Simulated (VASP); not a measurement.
Wanted: the native input for a VASP 6.6.1 run.

```yaml
Task: single point
Functional: PBE
Potentials_or_basis: VASP PAW PBE potentials, release 64 (Ru_pv)
Cutoff: 520 eV
k_mesh: 22 × 22 × 1
Occupations: gaussian, width 0.1 eV
Spin: no spin polarisation
Dipole_correction: yes
Further_INCAR_settings: ALGO = Fast; EDIFF = 1e-07; NBANDS = 13
```

The structure of Ru lies in POSCAR:

```
Ru
1.0
    2.3786910326      0.0000000000      0.0000000000
    0.0000000000      2.3786910326      0.0000000000
    0.0000000000      0.0000000000     23.8000000000
Ru
1
Direct
    0.5000000000      0.5000000000      0.2941176471
```

The cell was built by a generator and needn't be a form met in nature.

These files were run (other wordings do the same):

INCAR

```
SYSTEM = Ru
ALGO     = Fast           ! electronic algorithm
DIPOL    = 0.5 0.5 0.294
EDIFF    = 1E-7           ! SCF threshold, eV
ENCUT    = 520            ! plane-wave cutoff, eV
GGA      = PE             ! functional
IDIPOL   = 3            
ISIF     = 2              ! what is computed and relaxed
ISMEAR   = 0              ! smearing method
LASPH    = .TRUE.         ! aspherical terms in the spheres
LCHARG   = .FALSE.        ! write CHGCAR
LDIPOL   = .TRUE.       
LREAL    = .FALSE.        ! projectors in reciprocal space
LWAVE    = .FALSE.        ! write WAVECAR
NBANDS   = 13             ! bands
NELM     = 100            ! most SCF steps
PREC     = Accurate       ! precision mode
SIGMA    = 0.1            ! smearing width, eV
```

KPOINTS

```
k-points
0
G
  22 22 1
  0 0 0
```

Potentials or basis: VASP PAW PBE potentials, release 64 (Ru_pv).

Run with:

```console
$ cat potpaw_PBE.64/Ru_pv/POTCAR > POTCAR
$ mpirun -np 1 vasp_std > vasp.out
```

Results of the run:

| Item | Value |
| --- | --- |
| Band gap on the k mesh | none (metal or under the smearing width) |

Run time: 2.8 min on 1 thread of Intel(R) Xeon(R) Platinum 8259CL CPU @ 2.50GHz (Skylake/Cascade Lake) (shared host), peak memory 0.31 GiB.
